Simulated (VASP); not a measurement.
Consider the following.

```
NbP
1.0
    2.97866     0.00000     0.00000
    0.00000     2.97866     0.00000
    0.00000     0.00000     2.97866
Nb P
1 1
Direct
  0.00000   0.00000   0.00000
  0.50000   0.50000   0.50000
```

Calculation: r2SCAN meta-GGA, VASP's PBE PAW potentials (set 64) (plane waves; VASP). Settings: 400 eV cut-off, 8×8×8 Γ-centred mesh, Gaussian smearing of 0.050 eV, potentials Nb_sv P.

Energy and stress use the plane-wave basis of the starting cell.

The ions, cell shape and volume are relaxed. Which structure does the run end with?

```
NbP
1.0
    3.10494     0.00000     0.00000
    0.00000     3.10494     0.00000
    0.00000     0.00000     3.10494
Nb P
1 1
Direct
  0.00000   0.00000   0.00000
  0.50000   0.50000   0.50000
```
Space group Pm-3m (221), at a tolerance of 0.03 Å.

How do energy and volume change from the first to the last step?

The energy (σ→0) changes by -157.5 meV/atom and the volume by +13.3 %, in 19 ionic steps.

The structure was generated: NbP was put into the CsCl type (Pm-3m), which need not be its known phase. This run relaxes it. Symmetry was kept, so distortions that lower it aren't found.
